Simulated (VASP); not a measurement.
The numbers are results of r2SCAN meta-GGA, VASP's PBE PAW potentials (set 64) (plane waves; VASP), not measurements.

Input for VASP

### INCAR
```
SYSTEM = TiSb
PREC = Accurate
ENCUT = 400
EDIFF = 1E-6
NELM = 100
ALGO = Normal
LREAL = .FALSE.
LASPH = .TRUE.
ISMEAR = 1
SIGMA = 0.1
METAGGA = R2SCAN
LMIXTAU = .TRUE.
LMAXMIX = 4
LWAVE = .FALSE.
LCHARG = .FALSE.
IBRION = 2
ISIF = 3
NSW = 60
EDIFFG = -0.01
```

### POSCAR
```
TiSb
1
    3.8870000000     0.0000000000     0.0000000000
    0.0000000000     3.8870000000     0.0000000000
    0.0000000000     0.0000000000     3.8870000000
Ti Sb
1 1
Direct
  0.0000000000   0.0000000000   0.0000000000
  0.5000000000   0.5000000000   0.5000000000
```

KPOINTS:
```
Automatic mesh
0
Gamma
9 9 9
0 0 0
```

POTCAR, in this order: Ti_sv Sb (PBE.64 set). Program: vasp_std.

Output

OUTCAR:
```
 ion  position               nearest neighbor table
   1  0.000  0.000  0.000-
   2  0.500  0.500  0.500-
  LATTYP: Found a simple cubic cell.
 ALAT       =     3.8870000000
 Subroutine PRICEL returns:
 Original cell was already a primitive cell.
 Subroutine GETGRP returns: Found 48 space group operations
The static configuration has the point symmetry O_h .
The dynamic configuration has the point symmetry O_h .
 Subroutine INISYM returns: Found 48 space group operations
 Subroutine IBZKPT returns following result:
 Found     35 irreducible k-points:

 Following reciprocal coordinates:
            Coordinates               Weight
  0.000000  0.000000  0.000000      1.000000
  0.111111  0.000000  0.000000      6.000000
  0.222222  0.000000  0.000000      6.000000
  0.333333  0.000000  0.000000      6.000000
  0.444444  0.000000  0.000000      6.000000
  0.111111  0.111111  0.000000     12.000000
  0.222222  0.111111  0.000000     24.000000
  0.333333  0.111111  0.000000     24.000000
  0.444444  0.111111  0.000000     24.000000
...
```

File OSZICAR:
```
       N       E                     dE             d eps       ncg     rms          rms(c)
DAV:   1     0.702965639281E+02    0.70297E+02   -0.70099E+03   848   0.111E+03
DAV:   2    -0.346498240057E+02   -0.10495E+03   -0.10232E+03   884   0.308E+02
DAV:   3    -0.434737523746E+02   -0.88239E+01   -0.82618E+01  1420   0.842E+01
DAV:   4    -0.438648404833E+02   -0.39109E+00   -0.35307E+00  1112   0.143E+01
DAV:   5    -0.438906293014E+02   -0.25789E-01   -0.25746E-01  1260   0.351E+00    0.923E+00
DAV:   6    -0.398915403888E+02    0.39991E+01   -0.48756E+01  1364   0.582E+01    0.105E+01
DAV:   7    -0.378167554509E+02    0.20748E+01   -0.20266E+01  1272   0.321E+01    0.392E+00
DAV:   8    -0.376939222560E+02    0.12283E+00   -0.82832E-01  1132   0.657E+00    0.225E+00
DAV:   9    -0.376021307254E+02    0.91792E-01   -0.66769E-01  1280   0.455E+00    0.590E-01
DAV:  10    -0.376649173208E+02   -0.62787E-01   -0.14096E-01  1284   0.265E+00    0.831E-01
DAV:  11    -0.376261985063E+02    0.38719E-01   -0.74618E-02  1220   0.207E+00    0.263E-01
DAV:  12    -0.376553281170E+02   -0.29130E-01   -0.38560E-02   976   0.156E+00    0.115E-01
DAV:  13    -0.376558235915E+02   -0.49547E-03   -0.33551E-03  1332   0.443E-01    0.157E-01
DAV:  14    -0.376558472324E+02   -0.23641E-04   -0.11206E-03  1188   0.327E-01    0.789E-02
DAV:  15    -0.376557688843E+02    0.78348E-04   -0.17264E-04  1356   0.790E-02    0.409E-02
DAV:  16    -0.376557847509E+02   -0.15867E-04   -0.14657E-04  1264   0.827E-02    0.438E-03
DAV:  17    -0.376557852564E+02   -0.50556E-06   -0.11654E-05  1308   0.311E-02    0.599E-03
DAV:  18    -0.376557886739E+02   -0.34175E-05   -0.20262E-06   744   0.148E-02    0.361E-03
DAV:  19    -0.376557890104E+02   -0.33642E-06   -0.10584E-06   472   0.921E-03
   1 F= -.37655789E+02 E0= -.37656670E+02  d E =-.376558E+02
       N       E                     dE             d eps       ncg     rms          rms(c)
DAV:   1    -0.788799361563E+02   -0.41224E+02   -0.99808E+02   852   0.399E+02    0.488E+01
DAV:   2    -0.413588677902E+02    0.37521E+02   -0.10205E+02   852   0.189E+02    0.170E+01
DAV:   3    -0.388046378848E+02    0.25542E+01   -0.24929E+01  1424   0.490E+01    0.624E+00
DAV:   4    -0.401699808520E+02   -0.13653E+01   -0.19866E+01  1020   0.393E+01    0.787E+00
DAV:   5    -0.388396508235E+02    0.13303E+01   -0.51106E+00   952   0.236E+01    0.224E+00
DAV:   6    -0.388398952868E+02   -0.24446E-03   -0.45941E-01  1136   0.615E+00    0.120E+00
DAV:   7    -0.390200318979E+02   -0.18014E+00   -0.15638E+00  1024   0.110E+01    0.220E+00
DAV:   8    -0.389792327760E+02    0.40799E-01   -0.31622E-01  1056   0.609E+00    0.705E-01
DAV:   9    -0.389829849307E+02   -0.37522E-02   -0.87269E-03  1060   0.838E-01    0.440E-01
DAV:  10    -0.389829416485E+02    0.43282E-04   -0.12915E-02  1112   0.108E+00    0.134E-01
DAV:  11    -0.389830093366E+02   -0.67688E-04   -0.94488E-04   964   0.416E-01    0.688E-02
DAV:  12    -0.389830815796E+02   -0.72243E-04   -0.15755E-03  1040   0.395E-01    0.566E-02
DAV:  13    -0.389830538835E+02    0.27696E-04   -0.20675E-04  1024   0.179E-01    0.263E-02
DAV:  14    -0.389830524196E+02    0.14639E-05   -0.39345E-05  1168   0.618E-02    0.120E-02
DAV:  15    -0.389830519648E+02    0.45476E-06   -0.26406E-06   844   0.199E-02
   2 F= -.38983052E+02 E0= -.38982767E+02  d E =-.132726E+01
       N       E                     dE             d eps       ncg     rms          rms(c)
DAV:   1    -0.414128382764E+02   -0.24298E+01   -0.47887E+01   932   0.110E+02    0.137E+01
DAV:   2    -0.400411925398E+02    0.13716E+01   -0.30765E+01  1096   0.632E+01    0.488E+00
DAV:   3    -0.391138608643E+02    0.92733E+00   -0.35779E+00  1116   0.187E+01    0.148E+00
DAV:   4    -0.390925577850E+02    0.21303E-01   -0.58897E-01  1240   0.503E+00    0.590E-01
DAV:   5    -0.391069675082E+02   -0.14410E-01   -0.14860E-01  1180   0.372E+00    0.623E-01
DAV:   6    -0.391111606008E+02   -0.41931E-02   -0.44813E-03   988   0.655E-01    0.581E-01
DAV:   7    -0.391237129897E+02   -0.12552E-01   -0.37133E-02  1320   0.119E+00    0.269E-01
DAV:   8    -0.391236829608E+02    0.30029E-04   -0.51555E-03  1008   0.568E-01    0.148E-01
DAV:   9    -0.391243051739E+02   -0.62221E-03   -0.32195E-03  1096   0.543E-01    0.940E-02
DAV:  10    -0.391243333605E+02   -0.28187E-04   -0.51962E-04   872   0.345E-01    0.655E-02
DAV:  11    -0.391243400498E+02   -0.66892E-05   -0.55034E-05  1004   0.992E-02    0.470E-02
DAV:  12    -0.391243267993E+02    0.13250E-04   -0.48491E-05  1136   0.104E-01    0.102E-02
DAV:  13    -0.391243373942E+02   -0.10595E-04   -0.19687E-05   932   0.584E-02    0.237E-03
DAV:  14    -0.391243375841E+02   -0.18985E-06   -0.28956E-06   944   0.193E-02
   3 F= -.39124338E+02 E0= -.39124468E+02  d E =-.146855E+01
       N       E                     dE             d eps       ncg     rms          rms(c)
DAV:   1    -0.391379066089E+02   -0.13569E-01   -0.31477E-01   912   0.844E+00    0.101E+00
DAV:   2    -0.391261252414E+02    0.11781E-01   -0.11374E-01  1120   0.420E+00    0.288E-01
DAV:   3    -0.391236497220E+02    0.24755E-02   -0.13172E-02  1124   0.110E+00    0.127E-01
DAV:   4    -0.391234847109E+02    0.16501E-03   -0.22965E-03   956   0.444E-01    0.502E-02
DAV:   5    -0.391235918172E+02   -0.10711E-03   -0.36596E-04  1136   0.177E-01    0.320E-02
DAV:   6    -0.391236728985E+02   -0.81081E-04   -0.84928E-05   864   0.969E-02    0.202E-02
DAV:   7    -0.391237204707E+02   -0.47572E-04   -0.15582E-04  1344   0.748E-02    0.130E-02
DAV:   8    -0.391237193891E+02    0.10816E-05   -0.20070E-06   752   0.149E-02    0.116E-02
DAV:   9    -0.391237212404E+02   -0.18513E-05   -0.52558E-06   840   0.254E-02    0.533E-03
DAV:  10    -0.391237223006E+02   -0.10602E-05   -0.27480E-06   744   0.269E-02    0.455E-03
DAV:  11    -0.391237225081E+02   -0.20749E-06   -0.44842E-07   420   0.964E-03
   4 F= -.39123723E+02 E0= -.39123841E+02  d E =-.146793E+01
       N       E                     dE             d eps       ncg     rms          rms(c)
DAV:   1    -0.391560465074E+02   -0.32324E-01   -0.69992E-01   916   0.127E+01    0.153E+00
DAV:   2    -0.391305977189E+02    0.25449E-01   -0.28239E-01  1120   0.648E+00    0.457E-01
DAV:   3    -0.391239329253E+02    0.66648E-02   -0.34012E-02  1128   0.175E+00    0.186E-01
DAV:   4    -0.391235378716E+02    0.39505E-03   -0.50024E-03   976   0.624E-01    0.688E-02
DAV:   5    -0.391237444325E+02   -0.20656E-03   -0.82422E-04  1144   0.267E-01    0.523E-02
DAV:   6    -0.391239038833E+02   -0.15945E-03   -0.13877E-04   924   0.116E-01    0.364E-02
DAV:   7    -0.391239762248E+02   -0.72341E-04   -0.34850E-04  1344   0.116E-01    0.184E-02
DAV:   8    -0.391239732592E+02    0.29655E-05   -0.54789E-06   908   0.233E-02    0.170E-02
DAV:   9    -0.391239819215E+02   -0.86623E-05   -0.65907E-06   840   0.305E-02    0.982E-03
DAV:  10    -0.391239814528E+02    0.46875E-06   -0.14311E-05  1132   0.461E-02    0.135E-02
DAV:  11    -0.391239815826E+02   -0.12980E-06   -0.16035E-06   592   0.177E-02
   5 F= -.39123982E+02 E0= -.39124114E+02  d E =-.259074E-03
       N       E                     dE             d eps       ncg     rms          rms(c)
DAV:   1    -0.391304496080E+02   -0.64682E-02   -0.13452E-01   916   0.551E+00    0.665E-01
DAV:   2    -0.391254523078E+02    0.49973E-02   -0.50024E-02  1120   0.276E+00    0.192E-01
DAV:   3    -0.391243300521E+02    0.11223E-02   -0.59257E-03  1128   0.734E-01    0.841E-02
DAV:   4    -0.391242555833E+02    0.74469E-04   -0.98169E-04   956   0.288E-01    0.320E-02
DAV:   5    -0.391243033638E+02   -0.47781E-04   -0.15299E-04  1132   0.115E-01    0.213E-02
DAV:   6    -0.391243381262E+02   -0.34762E-04   -0.35436E-05   868   0.618E-02    0.135E-02
DAV:   7    -0.391243606067E+02   -0.22481E-04   -0.66231E-05  1344   0.487E-02    0.844E-03
DAV:   8    -0.391243602340E+02    0.37270E-06   -0.80345E-07   504   0.963E-03
   6 F= -.39124360E+02 E0= -.39124488E+02  d E =-.637726E-03
```

**OUTCAR**
```
------------------------ aborting loop because EDIFF is reached ----------------------------------------
  FORCE on cell =-STRESS in cart. coord.  units (eV):
  Direction    XX          YY          ZZ          XY          YZ          ZX
  --------------------------------------------------------------------------------------
  Total       -0.0150033     -0.0150033     -0.0150033      0.0000000      0.0000000     -0.0000000
  in kB       -0.6073753     -0.6073753     -0.6073753      0.0000000      0.0000000     -0.0000000
  external PRESSURE =      -0.6073753 kB  Pullay stress =       0.0000000 kB
  volume of cell :       39.58
      direct lattice vectors                 reciprocal lattice vectors
     3.407846635  0.000000000  0.000000000     0.293440435 -0.000000000 -0.000000000
     0.000000000  3.407846635  0.000000000    -0.000000000  0.293440435 -0.000000000
     0.000000000  0.000000000  3.407846635    -0.000000000 -0.000000000  0.293440435
 POSITION                                       TOTAL-FORCE (eV/Angst)
 -----------------------------------------------------------------------------------
      0.00000      0.00000      3.40785         0.000000     -0.000000      0.000000
      1.70392      1.70392      1.70392        -0.000000      0.000000      0.000000
 -----------------------------------------------------------------------------------
    total drift:                               -0.000000      0.000000      0.000000
  FREE ENERGIE OF THE ION-ELECTRON SYSTEM (eV)
  ---------------------------------------------------
  free  energy   TOTEN  =       -39.1243602340 eV

  energy  without entropy=      -39.1247443752  energy(sigma->0) =      -39.12448828

 reached required accuracy - stopping structural energy minimisation
```
(Selected blocks of OUTCAR.)

**CONTCAR**
```
TiSb
   1.00000000000000
     3.4078466351143608    0.0000000000000000    0.0000000000000000
     0.0000000000000000    3.4078466351143608    0.0000000000000000
     0.0000000000000000    0.0000000000000000    3.4078466351143608
  Ti              Sb
     1     1
Direct
     0.0000000000000000    0.0000000000000000    1.0000000000000000
     0.5000000000000000    0.5000000000000000    0.5000000000000000
```

Energy and stress use the plane-wave basis of the starting cell.

The structure was generated: TiSb was put into the CsCl type type (Pm-3m), which need not be its known phase. This run relaxes it. Symmetry was kept, so distortions that lower it aren't found. The electron count is odd and the run is not spin-polarised, which forces a metal.
